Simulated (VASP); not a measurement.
Computed with PBEsol GGA, VASP's PBE PAW potentials (set 64) (plane waves; VASP 6.6.1).

VASP input:

File KPOINTS:
```
Automatic mesh
0
Gamma
7 7 7
0 0 0
```

### POSCAR
```
InP
2.9350
  0.0000000000   1.0000000000   1.0000000000
  1.0000000000   0.0000000000   1.0000000000
  1.0000000000   1.0000000000   0.0000000000
In P
1 1
Direct
  0.0000000000   0.0000000000   0.0000000000
  0.2500000000   0.2500000000   0.2500000000
```

INCAR:
```
# general
SYSTEM   =  InP
PREC     =  Accurate
ENCUT    =  300   # plane-wave cut-off (eV)
LREAL    =  F   # projection in real space or not
LASPH    =  T

# electronic loop
EDIFF    =  1E-6   # SCF stop (eV)
NELM     =  100
ALGO     =  Normal
LMAXMIX  =  4

# smearing
ISMEAR   =  -1
SIGMA    =  0.02

# functional
GGA      =  PS

# ions
ISIF     =  2   # forces and stress, cell fixed

# output
LWAVE    =  F
LCHARG   =  F
```

POTCAR, in this order: In_d P (PBE.64 set). Program: vasp_std.

At this cut-off the stress carries a Pulay error, which pulls relaxed volumes low. Unless said otherwise, spin-orbit coupling is left out, though it shifts the bands of the heavy elements here.

Estimate the energy per atom (σ→0), band gap (on the k-mesh).

The energy per atom (σ→0) is -4.574 eV/atom and the band gap (on the k-mesh) is 0.59 eV.

### OSZICAR
```
...
DAV:   7    -0.915110725073E+01    0.34401E-01   -0.16686E-01   723   0.394E+00    0.112E+00
DAV:   8    -0.914827100109E+01    0.28362E-02   -0.14766E-02   673   0.170E+00    0.364E-01
DAV:   9    -0.914846204776E+01   -0.19105E-03   -0.16149E-03   664   0.590E-01    0.180E-01
DAV:  10    -0.914847974286E+01   -0.17695E-04   -0.15033E-04   719   0.107E-01    0.118E-01
DAV:  11    -0.914850013454E+01   -0.20392E-04   -0.21677E-05   608   0.493E-02    0.222E-02
DAV:  12    -0.914850119184E+01   -0.10573E-05   -0.13127E-05   640   0.762E-02    0.165E-02
DAV:  13    -0.914850117805E+01    0.13791E-07   -0.78116E-07   335   0.821E-03
   1 F= -.91485012E+01 E0= -.91485012E+01  d E =-.272155E-08
```

The structure is a typed InP crystal (F-43m). The cell was not relaxed at this level. The run is one of a series of settings (GGA = PS against the base run), some of them coarse on purpose.
